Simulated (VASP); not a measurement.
Input for VASP

### KPOINTS
```
Automatic mesh
0
Gamma
2 2 2
0 0 0
```

**INCAR**
```
# general
SYSTEM  = Sb
PREC    = Accurate
ENCUT   = 300   # plane-wave cut-off (eV)
LREAL   = F
LASPH   = T

# electronic loop
EDIFF   = 1E-6
NELM    = 100
ALGO    = Normal
LMAXMIX = 4   # l cut-off of mixed one-centre charges

# smearing
ISMEAR  = -1   # Fermi-Dirac
SIGMA   = 0.1   # width (eV)

# functional
GGA     = PE   # PBE

# ions
ISIF    = 2

# output
LWAVE   = F
LCHARG  = F
```

File POSCAR:
```
Sb
1
    3.8920450000    -2.1194420000     0.0000000000
    3.8920450000     2.1194420000     0.0000000000
    2.7378870000     0.0000000000     3.4848280000
Sb
2
Direct
  0.2335000000   0.2335000000   0.2335000000
  0.7665000000   0.7665000000   0.7665000000
```

POTCAR, in this order: Sb (PBE.64 set). Program: vasp_std.

Q: Write an equivalent input for Ansatz.

A: One equivalent input (not run):
Ansatz 0.2 input:
```yaml
crystal:
  lattice:
    - [3.8920450, -2.1194420, 0.0000000]
    - [3.8920450, 2.1194420, 0.0000000]
    - [2.7378870, 0.0000000, 3.4848280]
  atoms:
    - { symbol: Sb, position: [0.2335000, 0.2335000, 0.2335000] }
    - { symbol: Sb, position: [0.7665000, 0.7665000, 0.7665000] }
kpoints:
  mp_grid: { grid: [2, 2, 2] }
hamiltonian:
  xc: pbe
  pseudopotentials: { kind: paw }
scf:
  occupations: { method: fermi_dirac, width: 0.1 }
  max_iter: 100
output: { forces: true, stress: true, eigenvalues: true }
```
Limits of the translation: each code has its own PAW files, so the cut-off isn't converted (ENCUT is set for VASP's; basis.ecutwfc is left out, and Ansatz then takes the one that its files recommend); Ansatz stops its SCF on the density residual and VASP on the energy change (EDIFF).

The structure is a typed Sb crystal (R-3m). The cell was not relaxed at this level. The k-mesh is coarse (spacing up to 0.90 per Å, 2π included), so the numbers may not be converged in it. The run is one of a series of settings (KPOINTS 2×2×2 Γ-centred mesh against the base run), some of them coarse on purpose.
